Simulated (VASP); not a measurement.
Here is the system:

```yaml
crystal:
  lattice:
    - [5.09159, 2.54579, 2.54579]
    - [2.54579, 5.09159, 2.54579]
    - [2.54579, 2.54579, 5.09159]
  atoms:
    - { symbol: Mn, position: [0.00000, 0.00000, 0.00000], spin: 5.0 }
    - { symbol: Mn, position: [0.50000, 0.50000, 0.50000], spin: -5.0 }
    - { symbol: S, position: [0.25000, 0.25000, 0.25000] }
    - { symbol: S, position: [0.75000, 0.75000, 0.75000] }
```

Method: PBE GGA, VASP's PBE PAW potentials (set 64) (plane waves; VASP). Settings: 300 eV cut-off, 6×6×6 Γ-centred mesh, Fermi-Dirac smearing of 0.020 eV, potentials Mn_pv S.

At this cut-off the stress carries a Pulay error, which pulls relaxed volumes low.

Problem. Estimate the cell moment, energy per atom (σ→0), pressure.

Solution. 
| Property | Value |
|---|---|
| cell moment | 0.00 μB |
| energy per atom (σ→0) | -7.106 eV/atom |
| pressure | 1.60 GPa |

Problem. Give the moment on each site (PAW-sphere projection).

Solution. 
```
site  moment (μB)
----  -----------
Mn1          4.12
Mn2         -4.12
S3           0.00
S4           0.00
```

The structure is a typed MnS crystal. The cell was not relaxed at this level.
